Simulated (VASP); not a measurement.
Computed with PBE GGA, VASP's PBE PAW potentials (set 64) (plane waves; VASP).

VASP input:

INCAR:
```
LCHARG  =  .FALSE.
SYSTEM  =  PbTe
LASPH  =  .TRUE.
PREC  =  Accurate
ISIF  =  2   ! forces and stress, cell fixed
LREAL  =  .FALSE.
SIGMA  =  0.01
LMAXMIX  =  4
EDIFF  =  1E-6   ! SCF stop (eV)
GGA  =  PE   ! PBE
LWAVE  =  .FALSE.
NELM  =  100
ALGO  =  Normal
ENCUT  =  300
ISMEAR  =  -1   ! Fermi-Dirac
```

### KPOINTS
```
Automatic mesh
0
Gamma
5 5 5
0 0 0
```

File POSCAR:
```
PbTe
3.230
  0.0000000000   1.0000000000   1.0000000000
  1.0000000000   0.0000000000   1.0000000000
  1.0000000000   1.0000000000   0.0000000000
Te Pb
1 1
Cartesian
  1.0000000000   1.0000000000   1.0000000000
  0.0000000000   0.0000000000   0.0000000000
```

POTCAR, in this order: Te Pb_d (PBE.64 set). Program: vasp_std.

Problem. What will the output report for the number of irreducible k-points (NKPTS), largest plane-wave count, number of space-group operations, FFT grid (NGX, NGY, NGZ)?

Solution. 
The number of irreducible k-points (NKPTS) is 10 and the largest plane-wave count is 821. The number of space-group operations is 48. The FFT grid (NGX, NGY, NGZ) is 28 × 28 × 28.

The structure is a typed PbTe crystal (Fm-3m). The cell was not relaxed at this level. The run is one of a series of settings (KPOINTS 5×5×5 Γ-centred mesh against the base run), some of them coarse on purpose.
